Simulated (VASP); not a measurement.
# YPt under strain, part 2 of 5

Aim: follow the pressure of YPt through compression, expansion and shear. All runs use PBEsol. Left out of this account: at least 1 further run (self-consistent run: a reference on another mesh). The start is a computed cell from the Materials Project.

VASP 6.6.1; PBEsol; plane waves and PAW (Y_sv, Pt).

Still holding for the runs below: Spin-orbit coupling is off here; it can split and shift levels that hold much weight on Y and Pt by tenths of an eV or more.

So far, pressure (GPa): step 2 (bands, cell as listed) -3.45.

### Step 3. Bands, volume times 1.04

The cell is expanded evenly, with fractional positions held.

File INCAR:

```
SYSTEM = YPt
PREC = Accurate
ENCUT = 400
EDIFF = 1E-06
NELM = 100
ISMEAR = -1
SIGMA = 0.05
LREAL = .FALSE.
ALGO = Normal
GGA = PS
NBANDS = 64
LASPH = .TRUE.
LORBIT = 11
LWAVE = .FALSE.
LCHARG = .FALSE.
KPAR = 8
```

File POSCAR:

```
YPt
1.0
    7.1389582893      0.0000000000      0.0000000000
    0.0000000000      4.5730908534      0.0000000000
    0.0000000000      0.0000000000      5.6251944938
Y Pt
4 4
Direct
    0.1819799900      0.2500000000      0.6396335300
    0.8180200100      0.7500000000      0.3603664700
    0.3180200100      0.7500000000      0.1396335300
    0.6819799900      0.2500000000      0.8603664700
    0.0428388100      0.2500000000      0.1528810400
    0.9571611900      0.7500000000      0.8471189600
    0.4571611900      0.7500000000      0.6528810400
    0.5428388100      0.2500000000      0.3471189600
```

File KPOINTS:

```
Automatic mesh
0
Gamma
5 7 6
0 0 0
```

File KPOINTS_OPT:

```
Line mode
12
Line-mode
Reciprocal
  0.00000000   0.00000000   0.00000000 GAMMA
  0.00000000   0.50000000   0.00000000 X

  0.00000000   0.50000000   0.00000000 X
  0.00000000   0.50000000   0.50000000 S

  0.00000000   0.50000000   0.50000000 S
  0.00000000   0.00000000   0.50000000 Y

  0.00000000   0.00000000   0.50000000 Y
  0.00000000   0.00000000   0.00000000 GAMMA

  0.00000000   0.00000000   0.00000000 GAMMA
  0.50000000   0.00000000   0.00000000 Z

  0.50000000   0.00000000   0.00000000 Z
  0.50000000   0.50000000   0.00000000 U

  0.50000000   0.50000000   0.00000000 U
  0.50000000   0.50000000   0.50000000 R

  0.50000000   0.50000000   0.50000000 R
  0.50000000   0.00000000   0.50000000 T

  0.50000000   0.00000000   0.50000000 T
  0.50000000   0.00000000   0.00000000 Z

  0.00000000   0.00000000   0.50000000 Y
  0.50000000   0.00000000   0.50000000 T

  0.50000000   0.50000000   0.00000000 U
  0.00000000   0.50000000   0.00000000 X

  0.00000000   0.50000000   0.50000000 S
  0.50000000   0.50000000   0.50000000 R
```

The projector-augmented-wave data sets are Y_sv and Pt (PBE family, release 64).

The run is started by

```bash
$ mpirun -np 8 vasp_std
```

Output:

```text
[banner, memory and clock lines left out]
running    8 mpi-ranks, on    1 nodes
 distrk:  each k-point on    1 cores,    8 groups
 distr:  one band on    1 cores,    1 groups

 POSCAR found type information on POSCAR Y Pt
 POSCAR found :  2 types and       8 ions
 [... a notice as in an earlier step ...]

 [... a notice as in an earlier step ...]

 LDA part: xc-table for (Slater+PW92), standard interpolation
 POSCAR, INCAR and KPOINTS ok, starting setup
 FFT: planning ... GRIDC
 FFT: planning ... GRID_SOFT
 FFT: planning ... GRID
 WAVECAR not read
 entering main loop
       N       E                     dE             d eps       ncg     rms          rms(c)
DAV:   1     0.440251510696E+03    0.44025E+03   -0.34331E+04  6144   0.105E+03
DAV:   2    -0.324165615787E+02   -0.47267E+03   -0.44150E+03  6848   0.288E+02
DAV:   3    -0.645582106186E+02   -0.32142E+02   -0.31536E+02  8944   0.548E+01
DAV:   4    -0.671946832853E+02   -0.26365E+01   -0.26214E+01  8960   0.127E+01
DAV:   5    -0.672727785410E+02   -0.78095E-01   -0.78086E-01  8120   0.230E+00    0.613E+01
DAV:   6    -0.652935258596E+02    0.19793E+01   -0.23327E+00  6960   0.600E+00    0.373E+01
DAV:   7    -0.648153323976E+02    0.47819E+00   -0.30606E+00  7488   0.589E+00    0.755E+00
DAV:   8    -0.647754288478E+02    0.39904E-01   -0.72270E-01  7032   0.294E+00    0.301E+00
DAV:   9    -0.647271788345E+02    0.48250E-01   -0.24927E-01  6920   0.192E+00    0.148E+00
DAV:  10    -0.647264879938E+02    0.69084E-03   -0.82074E-03  7784   0.271E-01    0.355E-01
DAV:  11    -0.647264261221E+02    0.61872E-04   -0.17878E-03  7008   0.186E-01    0.261E-01
DAV:  12    -0.647264055280E+02    0.20594E-04   -0.13280E-04  7560   0.447E-02    0.265E-02
DAV:  13    -0.647264026035E+02    0.29245E-05   -0.12518E-05  6976   0.168E-02    0.146E-02
DAV:  14    -0.647264034453E+02   -0.84176E-06   -0.22511E-06  5816   0.687E-03
   1 F= -.64726403E+02 E0= -.64706582E+02  d E =-.396429E-01
 Start KPOINTS_OPT (optional k-point list driver)
k-point batch [1-48\144]
       N       E                     dE             ncg
DAV:   1    -0.215545177823E+04   -0.61565E+05     6144
DAV:   2    -0.251697619960E+05   -0.23014E+05     6880
DAV:   3    -0.267797154968E+05   -0.16100E+04     8912
DAV:   4    -0.269270864432E+05   -0.14737E+03     8992
DAV:   5    -0.269316382541E+05   -0.45518E+01     8024
DAV:   6    -0.269317001086E+05   -0.61855E-01     9040
DAV:   7    -0.269317011333E+05   -0.10246E-02     7968
DAV:   8    -0.269317011475E+05   -0.14247E-04     7208
DAV:   9    -0.269317011480E+05   -0.51565E-06     4800
[...]
k-point batch [97-144\144]
       N       E                     dE             ncg
DAV:   1    -0.209577721522E+04   -0.78838E+05     6144
DAV:   2    -0.251643714186E+05   -0.23069E+05     6880
DAV:   3    -0.267722060598E+05   -0.16078E+04     8912
DAV:   4    -0.269109524878E+05   -0.13875E+03     8896
DAV:   5    -0.269153407611E+05   -0.43883E+01     8048
DAV:   6    -0.269153901524E+05   -0.49391E-01     8784
DAV:   7    -0.269153910468E+05   -0.89438E-03     7976
DAV:   8    -0.269153910584E+05   -0.11593E-04     6856
DAV:   9    -0.269153910588E+05   -0.46984E-06     4792
```

The job ended after 85 s (8 MPI ranks of Intel Xeon 6975P-C (Granite Rapids), shared host; peak memory 5.1 GiB).

From OUTCAR (step 3):

```text
  LATTYP: Found a simple orthorhombic cell.
 ALAT       =     4.5730908534
 B/A-ratio  =     1.2300640145
 C/A-ratio  =     1.5610794795

 Found     48 irreducible k-points:

   dimension x,y,z NGX =    48 NGY =   30 NGZ =   40
   dimension x,y,z NGXF=    96 NGYF=   60 NGZF=   80

   ENCUT  =  400.0 eV  29.40 Ry    5.42 a.u.  11.64  7.46  9.17*2*pi/ulx,y,z

   NELECT =      84.0000    total number of electrons

 E-fermi :   5.6536

 k-point     1 :       0.0000    0.0000    0.0000
  band No.  band energies     occupation
    ...
     39       3.7928      2.00000
     40       3.9987      2.00000
     41       4.9827      2.00000
     42       5.3141      1.99775
     43       5.4285      1.97808
     44       5.7211      0.41167
     45       6.9927      0.00000
     46       7.2730      0.00000
     47       7.6487      0.00000
     48       7.6990      0.00000
    ...

 k-point     2 :       0.2000    0.0000    0.0000
  band No.  band energies     occupation
    ...
     38       3.6810      2.00000
     39       3.8116      2.00000
     40       3.9931      2.00000
     41       5.0921      1.99997
     42       5.5901      1.56126
     43       5.7667      0.18866
     44       5.8300      0.05701
     45       6.9907      0.00000
     46       7.1708      0.00000
     47       7.3536      0.00000
    ...

  Total       -7.7886511     -8.5535815     -8.2684199      0.0000000      0.0000000      0.0000000
  in kB      -67.9501805    -74.6236283    -72.1358061      0.0000000      0.0000000      0.0000000
  external PRESSURE =     -71.5698716 kB  Pullay stress =       0.0000000 kB

  energy-cutoff  :      400.00
  volume of cell :      183.65
      direct lattice vectors                 reciprocal lattice vectors
     7.138958289  0.000000000  0.000000000     0.140076459  0.000000000  0.000000000
     0.000000000  4.573090853  0.000000000     0.000000000  0.218670486  0.000000000
     0.000000000  0.000000000  5.625194494     0.000000000  0.000000000  0.177771631

 POSITION                                       TOTAL-FORCE (eV/Angst)
 -----------------------------------------------------------------------------------
      1.29915      1.14327      3.59806         0.038912     -0.000000      0.008815
      5.83981      3.42982      2.02713        -0.038912     -0.000000     -0.008815
      2.27033      3.42982      0.78547        -0.038912      0.000000      0.008815
      4.86863      1.14327      4.83973         0.038912     -0.000000     -0.008815
      0.30582      1.14327      0.85999        -0.049374      0.000000     -0.128818
      6.83313      3.42982      4.76521         0.049374     -0.000000      0.128818
      3.26365      3.42982      3.67258         0.049374     -0.000000     -0.128818
      3.87530      1.14327      1.95261        -0.049374     -0.000000      0.128818
 -----------------------------------------------------------------------------------
    total drift:                                0.000000      0.000000     -0.000000

  FREE ENERGIE OF THE ION-ELECTRON SYSTEM (eV)
  ---------------------------------------------------
  free  energy   TOTEN  =       -64.7264034453 eV

  energy  without entropy=      -64.6867605074  energy(sigma->0) =      -64.70658198

 total charge
# of ion       s       p       d       f       tot
--------------------------------------------------
    1        2.241   6.336   0.910   0.045   9.531
    2        2.241   6.336   0.910   0.045   9.531
    3        2.241   6.336   0.910   0.045   9.531
    4        2.241   6.336   0.910   0.045   9.531
    5        0.804   0.358   8.109   0.000   9.271
    6        0.804   0.358   8.109   0.000   9.271
    7        0.804   0.358   8.109   0.000   9.271
    8        0.804   0.358   8.109   0.000   9.271
--------------------------------------------------
tot         12.178  26.776  36.074   0.182  75.210

[... 4 parts as in an earlier step ...]

[... 6 further parts left out ...]
```

Numbers from this step:

| Property | Result |
| --- | --- |
| free energy (TOTEN) | -64.7264 eV |
| energy at zero smearing | -64.7066 eV |
| Fermi energy | 5.654 eV |
| pressure | -7.157 GPa |

The electronic bands at the labelled points (eV, zero at the Fermi level; # counts the bands kept in this run, so #1 is VASP's band 17):

| point | #23 | #24 | #25 | #26 | #27 | #28 | #29 | #30 |
| --- | --- | --- | --- | --- | --- | --- | --- | --- |
| Γ | -1.86 | -1.66 | -0.67 | -0.34 | -0.23 | 0.07 | 1.34 | 1.62 |
| 0.45 of the way | -1.72 | -1.43 | -0.88 | -0.15 | 0.23 | 0.54 | 0.64 | 0.82 |
| X | -1.86 | -1.86 | 0.02 | 0.02 | 0.29 | 0.29 | 0.82 | 0.82 |
| 0.55 of the way | -1.74 | -1.74 | -0.71 | -0.71 | 0.22 | 0.22 | 0.90 | 0.90 |
| S | -1.73 | -1.73 | -1.00 | -1.00 | 0.44 | 0.44 | 0.56 | 0.56 |
| 0.45 of the way | -1.46 | -1.46 | -0.62 | -0.62 | -0.13 | -0.13 | 0.91 | 0.91 |
| Y | -1.50 | -1.50 | -0.57 | -0.57 | 0.20 | 0.20 | 1.06 | 1.06 |
| 0.45 of the way | -1.62 | -1.56 | -1.27 | -0.42 | -0.22 | 1.08 | 1.10 | 1.14 |
| Γ | -1.86 | -1.66 | -0.67 | -0.34 | -0.23 | 0.07 | 1.34 | 1.62 |
| 0.45 of the way | -1.82 | -1.66 | -0.50 | -0.02 | 0.12 | 0.28 | 1.34 | 1.49 |
| Z | -1.70 | -1.70 | 0.16 | 0.16 | 0.69 | 0.69 | 1.07 | 1.07 |
| 0.45 of the way | -1.75 | -1.75 | -0.31 | -0.31 | 0.84 | 0.84 | 1.02 | 1.02 |
| U | -2.05 | -2.05 | 0.37 | 0.37 | 0.37 | 0.37 | 1.21 | 1.21 |
| 0.55 of the way | -2.01 | -2.01 | -0.22 | -0.22 | -0.22 | -0.22 | 1.49 | 1.49 |
| R | -1.95 | -1.95 | -0.70 | -0.70 | -0.70 | -0.70 | 1.74 | 1.74 |
| 0.55 of the way | -2.15 | -2.15 | -0.54 | -0.54 | 0.40 | 0.40 | 1.19 | 1.19 |
| T | -2.11 | -2.11 | 0.39 | 0.39 | 0.78 | 0.78 | 1.13 | 1.13 |
| 0.55 of the way | -1.85 | -1.85 | 0.28 | 0.28 | 0.52 | 0.52 | 1.08 | 1.08 |
| Z | -1.70 | -1.70 | 0.16 | 0.16 | 0.69 | 0.69 | 1.07 | 1.07 |
| jump to Y | -1.50 | -1.50 | -0.57 | -0.57 | 0.20 | 0.20 | 1.06 | 1.06 |
| 0.45 of the way | -1.91 | -1.91 | 0.13 | 0.13 | 0.28 | 0.28 | 1.03 | 1.03 |
| T | -2.11 | -2.11 | 0.39 | 0.39 | 0.78 | 0.78 | 1.13 | 1.13 |
| jump to U | -2.05 | -2.05 | 0.37 | 0.37 | 0.37 | 0.37 | 1.21 | 1.21 |
| 0.45 of the way | -2.01 | -2.01 | 0.27 | 0.27 | 0.35 | 0.35 | 0.90 | 0.90 |
| X | -1.86 | -1.86 | 0.02 | 0.02 | 0.29 | 0.29 | 0.82 | 0.82 |
| jump to S | -1.73 | -1.73 | -1.00 | -1.00 | 0.44 | 0.44 | 0.56 | 0.56 |

Of the projections kept (Y, Pt), the largest for each band there, as a share of the weight inside these atoms' spheres; weight between the spheres isn't counted:

| point | #23 | #24 | #25 | #26 | #27 | #28 | #29 | #30 |
| --- | --- | --- | --- | --- | --- | --- | --- | --- |
| Γ | Pt 0.94 | Pt 0.73 | Y 0.50 | Pt 0.51 | Y 0.69 | Y 0.60 | Y 0.61 | Y 0.68 |
| X | Pt 0.85 | Pt 0.85 | Y 0.60 | Y 0.60 | Y 0.59 | Y 0.59 | Y 0.67 | Y 0.67 |
| S | Pt 0.83 | Pt 0.83 | Pt 0.67 | Pt 0.67 | Y 0.63 | Y 0.63 | Y 0.58 | Y 0.58 |
| Y | Pt 0.83 | Pt 0.83 | Pt 0.57 | Pt 0.57 | Y 0.69 | Y 0.69 | Y 0.63 | Y 0.63 |
| Γ | Pt 0.94 | Pt 0.73 | Y 0.50 | Pt 0.51 | Y 0.69 | Y 0.60 | Y 0.61 | Y 0.68 |
| Z | Pt 0.75 | Pt 0.75 | Y 0.51 | Y 0.51 | Y 0.66 | Y 0.66 | Y 0.63 | Y 0.63 |

Force by atom:

| atom | x (eV/Å) | y (eV/Å) | z (eV/Å) | size |
| --- | --- | --- | --- | --- |
| Y1 | 0.039 | 0.000 | 0.009 | 0.040 |
| Y2 | -0.039 | 0.000 | -0.009 | 0.040 |
| Y3 | -0.039 | 0.000 | 0.009 | 0.040 |
| Y4 | 0.039 | 0.000 | -0.009 | 0.040 |
| Pt5 | -0.049 | 0.000 | -0.129 | 0.138 |
| Pt6 | 0.049 | 0.000 | 0.129 | 0.138 |
| Pt7 | 0.049 | 0.000 | -0.129 | 0.138 |
| Pt8 | -0.049 | 0.000 | 0.129 | 0.138 |

 The pressure is -7.16 GPa.

For the pressure, step 2 gave -3.45 GPa; this run, with cell volume +4.0 %, gives -7.16 GPa.

(Continued in part 3 of 5.)

[Lines on the potential files, build, host, timing and source positions are cut from VASP's logs without a mark.]

[Logs are printed without paths, hosts, clocks, repeated set-up lines and the standing remarks that a program may print on its own settings, such as how far it seeks lower states.]

[Hosts, paths, dates, database ids (printed as entryN), source tags and the programs' standing remarks are cut or masked in the printed files.]

[A measured line is paired with the nearest computed mode of its activity, which favours agreement.]

[In band tables of VASP the shares of atoms and orbitals are scaled to a sum of 1 inside the atoms' spheres.]
